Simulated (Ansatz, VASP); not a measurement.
**Hf (Hafnium) in two plane-wave programs**

Wanted: the spread between two codes on one cell, functional and k mesh. The cell is taken from a series of runs on this material, whose earlier steps may have relaxed, scaled, displaced or heated it; both programs get it as it stands.

Program: Ansatz 0.2.0. Level of theory: plane waves, with VASP 6.6.1 beside it; zone-centre phonons at PBEsol. Results are calculated unless marked as measured.

## Step 1: The structure

The structure is hexagonal, space group P6_3/mmc (No. 194). The conventional cell has a = 3.287 Å, b = 3.287 Å, c = 4.863 Å, α = 90.00°, β = 90.00°, γ = 120.00°. Nearest to Hf lie 12 Hf at 3.08 to 3.29 Å.

Coordinates:

```cif
data_structure
_symmetry_space_group_name_H-M 'P6_3/mmc'
_symmetry_Int_Tables_number 194
_cell_length_a 3.2868
_cell_length_b 3.2868
_cell_length_c 4.8625
_cell_angle_alpha 90.000
_cell_angle_beta 90.000
_cell_angle_gamma 120.000
_cell_volume 45.49
loop_
_atom_site_label
_atom_site_type_symbol
_atom_site_symmetry_multiplicity
_atom_site_Wyckoff_symbol
_atom_site_fract_x
_atom_site_fract_y
_atom_site_fract_z
_atom_site_occupancy
Hf1 Hf 2 c 0.33333 0.66667 0.25000 1
```

## Step 2: Ansatz: zone-centre phonons, PBEsol

Ansatz runs on its PAW soft_1 files.

Second derivatives magnify differences that forces hide, and they need a tight electronic threshold.

Contents of input.yaml:

```yaml
crystal:
  lattice:
    - [3.2868389667, 0.0, 0.0]
    - [-1.6434194833, 2.8464860433, 0.0]
    - [0.0, 0.0, 4.8625343009]
  atoms:
    - { symbol: Hf, position: [0.3333333333, 0.6666666667, 0.25] }
    - { symbol: Hf, position: [0.6666666667, 0.3333333333, 0.75] }
kpoints:
  mp_grid: { grid: [15, 15, 8] }
hamiltonian:
  xc: pbesol
  pseudopotentials: { kind: paw, azcp: { folder: soft_1 }, xc_functional: pbe }
scf:
  occupations: { method: methfessel_paxton, width: 0.2 }
output:
  eigenvalues: true
phonons:
  method: dfpt
```

Launch:

```
ansatz run input.yaml --threads 4 --pin off --max-ram 10240MiB --backend cpu --events-out ev --progress --plain --runs-dir out
```

Numbers of over 12 decimals in the logs are rounded to 6 here.

What it wrote:

```text
zone centre: on kpoints.mp_grid the ground state, and the responses unless they are solved on pairs of k-points, stand on 320 of the mesh's 1800 k-points, reduced under 4 symmetry operations, with k and −k counted as one. Each operation leaves every solved displacement unchanged or reverses it
Engine: ansatz 0.2.0, x86_64-unknown-linux-gnu
Pseudopotentials: kind: paw
Pseudopotential: Hf, paw, valence charge 26, recommended cutoff 420 eV (normal), soft_1/Hf.paw.azcp
Functional definition: PBEsol
  exchange = pbesol_x
  correlation = pbesol_c
Crystal: 2 atoms, lattice volume = 45.494 Å³
Basis set: ecut = 420 eV, 917 PW (Γ), exchange–correlation on 48×48×72 points (8 copies of the dense FFT grid, shifted against one another)
Bands: 32, of which v1, the nominal top of the filled ones, is band 26 counted from 1 (25 counted from 0)
Symmetry: 24 space group operations
k-points: 320 of 1800 (irreducible under 4 space group operations, time reversal used)
Non-local potential: Hf, projectors of the file, l = 0: 3, l = 1: 2, l = 2: 2, l = 3: 3
PAW form: soft (Blöchl's): semilocal exchange-correlation on the pseudo side does not see the compensation charge
PAW frozen core: Hf, regenerated for the run's functional, and the local potential with it (the file was generated under x = pbe(κ = 0.804, μ = 0.219515), c = pbe(β = 0.066725))
PAW one-centre angular grid: Hf, 590 points (default); XC on 64 Gauss nodes
Initial density: superposition of atomic densities (chi_scale 0.1, normalization cell)
Initial wavefunctions: pseudopotential atomic-orbital guess
Functional: x = pbesol(κ = 0.804, μ = 0.123457), c = pbesol(β = 0.046)
SCF iter   1: F=—  HF=-31197.784324 eV  |F-HF|=—  |Δ(HF+E_count)|=         —  Δρ=3.56e-2  dr2=7.20e-1  ethr=3.10e-3  ⟨swp⟩=4.9  Hψ=34397  notcnv=0
preconditioner: auto → Kerker (q_TF=auto, 2.790 Å⁻¹)  [metal: Δε(μ)=0.053 eV  Ē_g=16.865 eV  σ=0.200 eV  W_gap=0.22  n_scr=22 (ndim 8)  ℏωp=38.1 eV  f_vac=0.000  D(μ)=1.14/eV (n_scr^D=2)]
SCF iter   2: F=—  HF=-31197.628784 eV  |F-HF|=—  |Δ(HF+E_count)|=   1.56e-1  S|Δr|=    0.00e0  Δρ=2.27e-2  dr2=2.90e-1  ethr=1.39e-3  ⟨swp⟩=3.0  Hψ=19616  notcnv=0  defer=106
SCF iter   3: F=—  HF=-31197.566245 eV  |F-HF|=—  |Δ(HF+E_count)|=   6.25e-2  S|Δr|=    0.00e0  Δρ=8.98e-3  dr2=4.47e-2  ethr=5.57e-4  ⟨swp⟩=2.0  Hψ=16168  notcnv=0  defer=106
SCF iter   4: F=—  HF=-31197.517668 eV  |F-HF|=—  |Δ(HF+E_count)|=   4.86e-2  S|Δr|=    0.00e0  Δρ=3.23e-3  dr2=2.48e-3  ethr=8.60e-5  ⟨swp⟩=2.1  Hψ=18623  notcnv=0  defer=108
SCF iter   5: F=—  HF=-31197.518874 eV  |F-HF|=—  |Δ(HF+E_count)|=   1.21e-3  S|Δr|=    0.00e0  Δρ=8.71e-4  dr2=3.59e-4  ethr=4.78e-6  ⟨swp⟩=2.2  Hψ=18517  notcnv=0  defer=108
SCF iter   6: F=—  HF=-31197.519159 eV  |F-HF|=—  |Δ(HF+E_count)|=   2.86e-4  S|Δr|=    0.00e0  Δρ=1.79e-4  dr2=1.38e-5  ethr=6.90e-7  ⟨swp⟩=2.1  Hψ=18569  notcnv=0  defer=108
SCF iter   7: F=—  HF=-31197.519180 eV  |F-HF|=—  |Δ(HF+E_count)|=   2.03e-5  S|Δr|=    0.00e0  Δρ=4.13e-5  dr2=9.86e-7  ethr=2.66e-8  ⟨swp⟩=2.2  Hψ=18790  notcnv=0  defer=108
SCF iter   8: F=—  HF=-31197.519176 eV  |F-HF|=—  |Δ(HF+E_count)|=   4.00e-6  S|Δr|=    0.00e0  Δρ=8.65e-6  dr2=4.53e-8  ethr=1.90e-9  ⟨swp⟩=2.2  Hψ=14634  notcnv=0  defer=117
SCF iter   9: F=—  HF=-31197.519176 eV  |F-HF|=—  |Δ(HF+E_count)|=   1.27e-8  S|Δr|=    0.00e0  Δρ=2.07e-6  dr2=1.72e-9  ethr=8.71e-11  ⟨swp⟩=2.6  Hψ=18327  notcnv=0  defer=117
SCF iter  10: F=—  HF=-31197.519176 eV  |F-HF|=—  |Δ(HF+E_count)|=  2.62e-10  S|Δr|=    0.00e0  Δρ=3.24e-7  dr2=3.77e-11  ethr=3.31e-12  ⟨swp⟩=2.2  Hψ=16134  notcnv=0  defer=117
SCF iter  11: F=-31197.519176 eV  HF=-31197.519176 eV  |F-HF|=7.28e-12  |Δ(HF+E_count)|=    0.00e0  S|Δr|=    0.00e0  Δρ=1.09e-7  dr2=2.79e-12  ethr=1.00e-12  ⟨swp⟩=10.0  Hψ=61165  notcnv=0
SCF 1 converged in 11 iterations: F = -31197.519176 eV  dr2 = 2.79e-12
  greatest PAW one-centre occupation: 0.998 electrons in one spin orbital (limit 2), on the Hf atom at site 1 (counted from 0), in its partial waves of l = 0
DFPT response loops at Γ: preconditioner auto → Kerker (q_TF=auto, 2.790 Å⁻¹) (partly filled bands, converged f_vac=0.000); β = 1.00, the filter's whole step (`scf.mixing.beta` (0.50) is not read by the response loops under this deck's `scf.mixing.preconditioner`; to damp them name `kerker` or `kerker_dos`, under which they read `scf.mixing.beta`, and type it under 1.00, their step now; both keys bind the ground state too); Broyden in place of MSR1
SCF converged after 11 iterations
Stability not checked: this state was not tested for a lower state beside it, because cold or Methfessel-Paxton smearing, or corrected tetrahedra, fill the levels in a way that the test cannot read (fill_not_monotonic; see scf.lower_state_search)
Free energy (F): -31197.519176 eV
Harris-Foulkes:  -31197.519176 eV  (|F-HF|=7.28e-12)
Internal energy: -31197.526103 eV  (E = F + TS)
E sigma→0 (E₀):  -31197.520907 eV
Entropy (-TS):   0.006928 eV (3.464 meV/atom)
Fermi energy:    17.710813 eV
Step filling:    the computed levels leave a gap of 0.0000 eV = 0.0 smearing widths at the electron count; against every level under it full and every level over it empty, smearing changes F+E_penalty+E_count by +2.393 meV and its σ→0 estimate by +0.661 meV
--- Per-component energies (eV) ---
  E_band       = -45.671907
  E_kinetic    = 816.887676
  E_local      = -12751.908976  (includes V_loc(G=0)·N_el)
  E_nonlocal   = 129.276311
  E_hartree    = 6194.506334
  E_xc         = -528.416990
  E_vxc        = -508.100261  (∫ρ·V_xc dr)
  E_paw        = -15150.501648  (= ΣΔE_a)
  E_vpaw       = -120.839468  (= ΣTr[D̂ρ^β])
  E_aug_tail   = 0.000195  (compensation charges beyond the density's cutoff)
  E_ewald      = -9909.871117
  E_core_change = 2.502112  (= ΣΔE_core)
  E_smearing   = 0.006928  (= −TS)
  E_closure    = 0.000000  (closes the sum)
  Σ components = -31197.519176   (vs F -31197.519176, Δ=0.00e0)
--- Band table (eV; the first three rows and the last of 320) ---
  k-point 0: bands = [... 22 lower, 10.3420, 14.1453, 18.6646, 18.6646, 18.8597, 19.6434, 19.6434, 19.7150, ... 2 higher]
  k-point 1: bands = [... 22 lower, 10.4990, 14.0933, 18.5063, 18.5063, 18.5848, 19.4700, 19.4700, 19.5696, ... 2 higher]
  k-point 2: bands = [... 22 lower, 10.9533, 13.8562, 18.0988, 18.3133, 18.3133, 19.0853, 19.0853, 19.1712, ... 2 higher]
  k-point 319: bands = [... 22 lower, 14.7719, 14.7719, 16.9156, 16.9156, 17.6464, 17.6464, 19.8152, 19.8152, ... 2 higher]
--- Phonons (Γ-DFPT): 2 representative perturbations + reference, on 320 of 1800 k-points (Σ response iterations 6) ---
  k mesh reduced under 4 symmetry operations, with k and −k counted as one. Each operation leaves every solved displacement unchanged or reverses it
  ASR residual: 2.661e-5 → 0.000e0 eV/Å²; symmetrization residual: 1.668e-9 eV/Å²
  ASR residual per site (eV/Å²): 2.66e-5 2.66e-5
  Γ frequencies (cm⁻¹): 0.00 0.00 0.00 86.30 86.30 127.85
  non-analytic LO–TO correction: not included (Born effective charges unavailable; polar crystals: no LO–TO splitting at Γ)
```

The column dr2 measures how far the density is from self-consistency, as an energy; F and HF (Harris–Foulkes) agree once it is small.

## Step 3: VASP: zone-centre phonons, PBEsol

The same cell, functional, mesh and smearing now go to VASP, with its own data sets.

Lines of VASP's logs that name or quote its potential files are left out, and so is its time.

Contents of INCAR:

```
SYSTEM = Hf
PREC = Accurate
ENCUT = 500
EDIFF = 1E-08
NELM = 120
ISMEAR = 1
SIGMA = 0.2
LREAL = .FALSE.
ALGO = Normal
GGA = PS
NBANDS = 16
LASPH = .TRUE.
LORBIT = 11
LWAVE = .FALSE.
LCHARG = .FALSE.
ISIF = 2
IBRION = 8
GGA_COMPAT = .FALSE.
KPAR = 2
```

Contents of POSCAR:

```
Hf
1.0
    3.2868389667      0.0000000000      0.0000000000
   -1.6434194833      2.8464860433      0.0000000000
    0.0000000000      0.0000000000      4.8625343009
Hf
2
Direct
    0.3333333333      0.6666666667      0.2500000000
    0.6666666667      0.3333333333      0.7500000000
```

Contents of KPOINTS:

```
Automatic mesh
0
Gamma
15 15 8
0 0 0
```

Potentials, in the order of the species: Hf_pv (PBE family, release 64).

Launch:

```
mpirun -np 2 vasp_std
```

What it wrote:

```text
[banner, memory and clock lines left out]
running    2 mpi-ranks, on    1 nodes
 distrk:  each k-point on    1 cores,    2 groups
 distr:  one band on    1 cores,    1 groups

 POSCAR found type information on POSCAR Hf
 POSCAR found :  1 types and       2 ions
|                                                                             |
|               ----> ADVICE to this user running VASP <----                  |
|                                                                             |
|     You enforced a specific xc type in the INCAR file but a different       |
|     [... a line on the potential file left out ...]
|     I HOPE YOU KNOW WHAT YOU ARE DOING!                                     |
|                                                                             |

 LDA part: xc-table for (Slater+PW92), standard interpolation
 POSCAR, INCAR and KPOINTS ok, starting setup
 FFT: planning ... GRIDC
 FFT: planning ... GRID_SOFT
 FFT: planning ... GRID
 WAVECAR not read
 entering main loop
       N       E                     dE             d eps       ncg     rms          rms(c)
DAV:   1     0.462664904987E+02    0.46266E+02   -0.11271E+04  4320   0.115E+03
DAV:   2    -0.201489395360E+02   -0.66415E+02   -0.64998E+02  5752   0.248E+02
DAV:   3    -0.217287069766E+02   -0.15798E+01   -0.15689E+01  5728   0.265E+01
DAV:   4    -0.217411978627E+02   -0.12491E-01   -0.12489E-01  5400   0.289E+00
DAV:   5    -0.217413709018E+02   -0.17304E-03   -0.17303E-03  5760   0.277E-01    0.643E+01
DAV:   6    -0.211355823788E+02    0.60579E+00   -0.57652E-01  5088   0.492E+00    0.380E+01
DAV:   7    -0.209281614043E+02    0.20742E+00   -0.93703E-01  5256   0.603E+00    0.190E+00
DAV:   8    -0.209160762529E+02    0.12085E-01   -0.62888E-02  4832   0.168E+00    0.301E-01
DAV:   9    -0.209161769970E+02   -0.10074E-03   -0.13094E-03  5936   0.266E-01    0.198E-01
DAV:  10    -0.209161639603E+02    0.13037E-04   -0.53437E-05  5112   0.502E-02    0.165E-01
DAV:  11    -0.209161657159E+02   -0.17556E-05   -0.45859E-06  5880   0.151E-02    0.686E-03
DAV:  12    -0.209161657824E+02   -0.66511E-07   -0.34714E-07  5128   0.374E-03    0.293E-03
DAV:  13    -0.209161657499E+02    0.32505E-07   -0.29365E-08  5192   0.125E-03    0.824E-04
DAV:  14    -0.209161657468E+02    0.31059E-08   -0.95615E-10  3248   0.270E-04
   1 F= -.20916166E+02 E0= -.20918459E+02  d E =0.687955E-02
 Linear response reoptimize wavefunctions to high precision
DAV:   1    -0.209161657411E+02    0.57607E-08   -0.14564E-10  3472   0.100E-04
DAV:   2    -0.209161657411E+02   -0.16598E-10   -0.25281E-11  2984   0.389E-05
 Linear response DOF=           2
 Linear response progress:
  Degree of freedom:   1/  2
       N       E                     dE             d eps       ncg     rms          rms(c)
RMM:   1    -0.205168852025E+00   -0.20517E+00    0.45434E+00 18544   0.120E+01
RMM:   2    -0.211519839635E+00   -0.63510E-02   -0.38776E-02 27794   0.124E+00    0.578E-01
RMM:   3    -0.210685762662E+00    0.83408E-03   -0.46599E-03 34142   0.272E-01    0.118E-01
RMM:   4    -0.210318909455E+00    0.36685E-03   -0.56517E-04 41202   0.956E-02    0.189E-01
RMM:   5    -0.209912666838E+00    0.40624E-03   -0.47540E-05 38081   0.403E-02    0.155E-02
RMM:   6    -0.209801984484E+00    0.11068E-03   -0.25897E-05 42598   0.164E-02    0.346E-02
RMM:   7    -0.209802945800E+00   -0.96132E-06   -0.33779E-05 38788   0.534E-03    0.268E-02
RMM:   8    -0.209797314066E+00    0.56317E-05   -0.82215E-06 39473   0.182E-03    0.750E-03
RMM:   9    -0.209797322177E+00   -0.81114E-08   -0.67283E-06 42685   0.624E-04    0.370E-03
RMM:  10    -0.209797542076E+00   -0.21990E-06   -0.39578E-06 40364   0.362E-04    0.227E-03
RMM:  11    -0.209797752412E+00   -0.21034E-06   -0.22205E-06 38216   0.171E-04    0.331E-04
RMM:  12    -0.209797786262E+00   -0.33850E-07   -0.11602E-06 43030   0.980E-05    0.588E-05
RMM:  13    -0.209797830822E+00   -0.44560E-07   -0.54600E-07 40924   0.693E-05    0.593E-05
RMM:  14    -0.209797826376E+00    0.44453E-08   -0.27839E-07 39720   0.572E-05    0.244E-05
RMM:  15    -0.209797832567E+00   -0.61904E-08   -0.15292E-07 34920   0.522E-05    0.137E-05
RMM:  16    -0.209797838201E+00   -0.56340E-08   -0.65765E-08 33500   0.498E-05    0.292E-06
 first order change of Fermi-energy  -0.10064E-05
 force on displaced ion       1 direction 1 :  -2.455  -0.000   0.000
 Linear response progress:
  Degree of freedom:   2/  2
       N       E                     dE             d eps       ncg     rms          rms(c)
RMM:   1    -0.237908929393E+00   -0.23791E+00    0.48881E+00  6409   0.125E+01
RMM:   2    -0.248676142463E+00   -0.10767E-01   -0.43865E-02  9619   0.126E+00    0.709E-01
RMM:   3    -0.247911498820E+00    0.76464E-03   -0.38343E-03 11460   0.284E-01    0.230E-01
RMM:   4    -0.247686506768E+00    0.22499E-03   -0.54579E-04 13351   0.101E-01    0.199E-01
RMM:   5    -0.247337914556E+00    0.34859E-03    0.41824E-05 13029   0.482E-02    0.430E-02
RMM:   6    -0.247260537375E+00    0.77377E-04   -0.90259E-06 11700   0.189E-02    0.339E-02
RMM:   7    -0.247283782204E+00   -0.23245E-04    0.26797E-05 12951   0.735E-03    0.570E-03
RMM:   8    -0.247277798621E+00    0.59836E-05    0.60733E-06 13495   0.297E-03    0.263E-03
RMM:   9    -0.247269951842E+00    0.78468E-05    0.44889E-06 14045   0.913E-04    0.130E-03
RMM:  10    -0.247269086003E+00    0.86584E-06   -0.26893E-07 13158   0.461E-04    0.366E-04
RMM:  11    -0.247268642386E+00    0.44362E-06    0.93468E-07 14197   0.201E-04    0.101E-04
RMM:  12    -0.247268699185E+00   -0.56799E-07   -0.21668E-07 13684   0.938E-05    0.216E-05
RMM:  13    -0.247268636123E+00    0.63062E-07    0.11121E-07 14022   0.599E-05    0.143E-05
RMM:  14    -0.247268649394E+00   -0.13271E-07   -0.49977E-08 13485   0.458E-05    0.350E-06
RMM:  15    -0.247268646274E+00    0.31204E-08   -0.14193E-07 13009   0.403E-05    0.119E-06
RMM:  16    -0.247268638773E+00    0.75011E-08   -0.70310E-08 10862   0.374E-05    0.100E-06
 first order change of Fermi-energy  -0.10666E-03
 force on displaced ion       1 direction 3 :   0.000  -0.000  -5.231
 Linear response finished
```

(Part 1 of 2 ends here.)

[Lines on the potential files, build, host, timing and source positions are cut from VASP's logs without a mark.]

[Logs are printed without paths, hosts, clocks, repeated set-up lines and the standing remarks that a program may print on its own settings, such as how far it seeks lower states.]

[Hosts, paths, dates, database ids (printed as entryN), source tags and the programs' standing remarks are cut or masked in the printed files.]
